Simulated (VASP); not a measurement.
LaMg6Si: atomic charges with optB88-vdW

The system is LaMg6Si.

```
CELL_PARAMETERS angstrom
4.90021 0.00000 0.00000
0.00000 2.95612 6.73049
0.00000 -2.95612 6.73049
ATOMIC_POSITIONS crystal
La 0.50000 0.19742 0.19742
Si 0.50000 0.62886 0.62886
Mg 0.00000 0.78508 0.78508
Mg 0.00000 0.36191 0.36191
Mg 0.00000 0.32439 0.82114
Mg 0.00000 0.82114 0.32439
Mg 0.50000 0.18685 0.69434
Mg 0.50000 0.69434 0.18685
```

The cell comes from a database or a generator and needn't be the stable form of this composition.

```
Program                : VASP 6.6.1
Task                   : atomic charges
Functional             : optB88-vdW
Potentials or basis    : VASP PAW PBE potentials, release 64 (La, Si, Mg)
Cutoff                 : 520 eV
k mesh                 : 6 × 5 × 5
Occupations            : gaussian, width 0.05 eV
Spin                   : no spin polarisation
Further INCAR settings : ALGO = Fast; EDIFF = 1e-07
```

* Pressure: -0.3 GPa
* Largest force: 0.040 eV/Å
* Band gap on the k mesh: none (metal or under the smearing width)
* Valence electrons inside the program's atomic spheres: La 8.54; Si 1.62; Mg 0.31, 0.39, 0.38, 0.37

Forces in eV/Å, atoms in the order of the input:
```
La   0.000  0.000  0.016
Si   0.000  0.000 -0.032
Mg   0.000  0.000  0.019
Mg   0.000  0.000  0.020
Mg   0.000 -0.040  0.004
Mg   0.000  0.040  0.004
Mg   0.000 -0.028 -0.015
Mg   0.000  0.028 -0.015
```

Stress tensor (GPa, compression positive):
```
-0.46  0.00  0.00
 0.00 -0.24  0.00
 0.00  0.00 -0.24
```

Levels at points of the mesh, in eV from the Fermi level:
```
           k point  band 11  band 12  band 13  band 14  band 15  band 16
(0.00, 0.00, 0.00)    -1.43    -0.98    -0.14     0.26     1.00     1.14
(0.50, 0.00, 0.00)    -1.89    -1.14    -0.77    -0.41    -0.12     1.73
```

Wall time 14 min on 1 thread of Intel(R) Xeon(R) 6975P-C (Granite Rapids), with other jobs on the host, peak memory 1 GiB.

Caveat: the PAW data sets were made with another functional, which shifts forces and pressure a little. The run has no spin-orbit coupling, so splittings on La are missing.
